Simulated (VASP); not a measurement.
Data:

```xyz
3
Lattice="0.0000 2.9478 2.9478 2.9478 0.0000 2.9478 2.9478 2.9478 0.0000" Properties=species:S:1:pos:R:3 pbc="T T T"
Al     1.4739     1.4739     1.4739
Al     4.4217     4.4217     4.4217
Pt     0.0000     0.0000     0.0000
```

Level of theory: PBEsol GGA, VASP's PBE PAW potentials (set 64) (plane waves; VASP 6.6.1). Run with 400 eV cut-off, Gaussian smearing of 0.050 eV, potentials Al Pt.

### Question
Give the energies of bands 1 to 11 at the high-symmetry points, in eV from the Fermi level.

### Answer

```tsv
band	Γ	X	U	L	W
1	-10.29	-6.34	-6.50	-7.95	-6.05
2	-5.10	-6.13	-5.95	-6.14	-6.05
3	-5.10	-5.85	-5.63	-4.78	-5.45
4	-5.10	-3.82	-4.36	-4.78	-5.15
5	-3.74	-3.82	-4.01	-3.75	-3.82
6	-3.74	-3.46	-3.68	-3.51	-3.29
7	3.04	-3.23	-3.08	-3.51	-2.81
8	3.79	-1.62	-2.02	1.01	-2.81
9	3.79	-1.62	-0.62	1.01	-0.90
10	3.79	3.21	3.31	3.75	5.24
11	5.46	3.33	5.41	5.18	5.24
```

It has no gap at this level: it comes out as a metal or semimetal.

The compound is PtAl2 in the fluorite structure. It was relaxed first.
